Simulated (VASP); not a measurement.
```xyz
4
Lattice="1.2491 -2.1367 0.0000 1.2491 2.1367 0.0000 0.0000 0.0000 6.8797" Properties=species:S:1:pos:R:3 pbc="T T T"
C      0.0000     0.0000     1.7199
C      0.0000     0.0000     5.1598
C      1.2491     0.7122     1.7199
C      1.3248    -0.7122     5.1598
```

The numbers are results of PBE GGA, VASP's PBE PAW potentials (set 64) (plane waves; VASP), not measurements. Settings: 520 eV cut-off, 2×2×1 Γ-centred mesh, first-order Methfessel-Paxton smearing of 0.10 eV, potentials C.

Task: Give the force on each atom (eV/Å).

Result: 
```csv
atom,Fx,Fy,Fz
C1,0.092,0.294,0.000
C2,5.498,0.234,0.000
C3,-0.113,-0.296,0.000
C4,-5.477,-0.233,0.000
```

Task: Give the stress tensor in GPa (positive for a compressed cell).

Result: 
```
 8.64   7.33   0.00
 7.33  20.72   0.00
 0.00   0.00  -4.27
```
The pressure is its mean diagonal, 8.36 GPa.

The compound is C in the graphite structure. The cell was not relaxed at this level. The k-mesh is coarse (spacing up to 1.46 per Å, 2π included), so the numbers may not be converged in it. The run is one of a series of settings (KPOINTS 2×2×1 Γ-centred mesh against the base run), some of them coarse on purpose.
